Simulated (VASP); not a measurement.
All values below come from LDA (Ceperley-Alder, Perdew-Zunger), VASP's LDA PAW potentials (set 64) (plane waves; VASP).

VASP input:

**KPOINTS**
```
Automatic mesh
0
Gamma
3 3 3
0.5 0.5 0.5
```

INCAR:
```
# general
SYSTEM   =  Sb2Se3
PREC     =  Accurate
ENCUT    =  180
LREAL    =  Auto
LASPH    =  T

# electronic loop
EDIFF    =  1E-03
NELM     =  100
ALGO     =  Normal
LMAXMIX  =  4

# smearing
ISMEAR   =  1
SIGMA    =  0.2

# ions
ISIF     =  2

# output
LWAVE    =  F
LCHARG   =  F
```

File POSCAR:
```
Sb2Se3
24.3161920
  0.5000000000   0.0000000000   0.0000000000
  0.0000000000   0.1618482861   0.0000000000
  0.0000000000   0.0000000000   0.4737729904
Sb Se
8 12
Cartesian
  0.0701600000   0.1213862146   0.0180460132
  0.4298400000   0.0404620715   0.4557269772
  0.1798400000   0.0404620715   0.2549325084
  0.3201600000   0.1213862146   0.2188404820
  0.0169050000   0.0404620715   0.1561508399
  0.4830950000   0.1213862146   0.3176221505
  0.2330950000   0.1213862146   0.3930373351
  0.2669050000   0.0404620715   0.0807356553
  0.4741750000   0.1213862146   0.0604202695
  0.0258250000   0.0404620715   0.4133527210
  0.2758250000   0.0404620715   0.2973067647
  0.2241750000   0.1213862146   0.1764662257
  0.1026650000   0.0404620715   0.0910117915
  0.3973350000   0.1213862146   0.3827611990
  0.1473350000   0.1213862146   0.3278982867
  0.3526650000   0.0404620715   0.1458747038
  0.3136750000   0.1213862146   0.0256311188
  0.1863250000   0.0404620715   0.4481418717
  0.4363250000   0.0404620715   0.2625176140
  0.0636750000   0.1213862146   0.2112553764
```

POTCAR, in this order: Sb Se (LDA.64 set). Program: vasp_std.

The run wrote:

OSZICAR:
```
       N       E                     dE             d eps       ncg     rms          rms(c)
DAV:   1     0.377852575939E+03    0.37785E+03   -0.22938E+04  1072   0.587E+02
DAV:   2    -0.535195878897E+02   -0.43137E+03   -0.41552E+03  1317   0.167E+02
DAV:   3    -0.938406829105E+02   -0.40321E+02   -0.39740E+02  1280   0.534E+01
DAV:   4    -0.949802028455E+02   -0.11395E+01   -0.11315E+01  1368   0.880E+00
DAV:   5    -0.950155120488E+02   -0.35309E-01   -0.35240E-01  1336   0.136E+00    0.157E+01
DAV:   6    -0.928481233722E+02    0.21674E+01   -0.54015E+00  1272   0.564E+00    0.104E+01
DAV:   7    -0.927292759662E+02    0.11885E+00   -0.17055E+00  1368   0.310E+00    0.208E+00
DAV:   8    -0.926940540674E+02    0.35222E-01   -0.17731E-01  1264   0.122E+00    0.973E-01
DAV:   9    -0.926928404660E+02    0.12136E-02   -0.32428E-02  1312   0.511E-01    0.177E-01
DAV:  10    -0.926925160346E+02    0.32443E-03   -0.21478E-03   784   0.172E-01
   1 F= -.92692516E+02 E0= -.92705253E+02  d E =0.382121E-01
```

OUTCAR:
```
------------------------ aborting loop because EDIFF is reached ----------------------------------------
  FORCE on cell =-STRESS in cart. coord.  units (eV):
  Direction    XX          YY          ZZ          XY          YZ          ZX
  --------------------------------------------------------------------------------------
  Total       -1.2175833     -5.1445734     -1.4067001      0.0000000      0.0000000      0.0000000
  in kB       -3.5389478    -14.9528802     -4.0886224      0.0000000      0.0000000      0.0000000
  external PRESSURE =      -7.5268168 kB  Pullay stress =       0.0000000 kB
  volume of cell :      551.23
      direct lattice vectors                 reciprocal lattice vectors
    12.158096000  0.000000000  0.000000000     0.082249721  0.000000000  0.000000000
     0.000000000  3.935534000  0.000000000     0.000000000  0.254095124  0.000000000
     0.000000000  0.000000000 11.520355000     0.000000000  0.000000000  0.086802881
 POSITION                                       TOTAL-FORCE (eV/Angst)
 -----------------------------------------------------------------------------------
      1.70602      2.95165      0.43881         0.369552      0.000000     -0.426267
     10.45207      0.98388     11.08154        -0.369552     -0.000000      0.426267
      4.37302      0.98388      6.19899        -0.369552      0.000000     -0.426267
      7.78507      2.95165      5.32137         0.369552      0.000000      0.426267
      0.41107      0.98388      3.79699        -0.659445     -0.000000     -0.260599
     11.74703      2.95165      7.72336         0.659445     -0.000000      0.260599
      5.66798      2.95165      9.55717         0.659445     -0.000000     -0.260599
      6.49011      0.98388      1.96318        -0.659445     -0.000000      0.260599
     11.53013      2.95165      1.46919        -0.331559     -0.000000      0.321658
      0.62797      0.98388     10.05116         0.331559     -0.000000     -0.321658
      6.70701      0.98388      7.22937         0.331559     -0.000000      0.321658
      5.45108      2.95165      4.29099        -0.331559     -0.000000     -0.321658
      2.49642      0.98388      2.21306         0.469618      0.000000      0.104630
      9.66167      2.95165      9.30729        -0.469618     -0.000000     -0.104630
      3.58263      2.95165      7.97324        -0.469618     -0.000000      0.104630
      8.57547      0.98388      3.54712         0.469618      0.000000     -0.104630
      7.62738      2.95165      0.62325         0.468503     -0.000000     -0.491482
      4.53071      0.98388     10.89710        -0.468503     -0.000000      0.491482
     10.60976      0.98388      6.38343        -0.468503     -0.000000     -0.491482
      1.54833      2.95165      5.13693         0.468503     -0.000000      0.491482
 -----------------------------------------------------------------------------------
    total drift:                                0.000000      0.000000     -0.000000
  FREE ENERGIE OF THE ION-ELECTRON SYSTEM (eV)
  ---------------------------------------------------
  free  energy   TOTEN  =       -92.6925160346 eV

  energy  without entropy=      -92.7307281550  energy(sigma->0) =      -92.70525341
```
(Selected blocks of OUTCAR.)

At this cut-off the stress carries a Pulay error, which pulls relaxed volumes low.

The structure comes from a computed database's Sb2Se3 entry; how it stands against other phases isn't given here. The cell was not relaxed at this level. The k-mesh is coarse (spacing up to 0.53 per Å, 2π included), so the numbers may not be converged in it. The run is one of a series of settings (EDIFF = 1E-03, ENCUT = 180, GGA removed, ISMEAR = 1, SIGMA = 0.2, KPOINTS 3×3×3 Γ-centred mesh shifted by (0.5, 0.5, 0.5), POTCAR Sb Se (LDA.64 set) against the base run), some of them coarse on purpose.
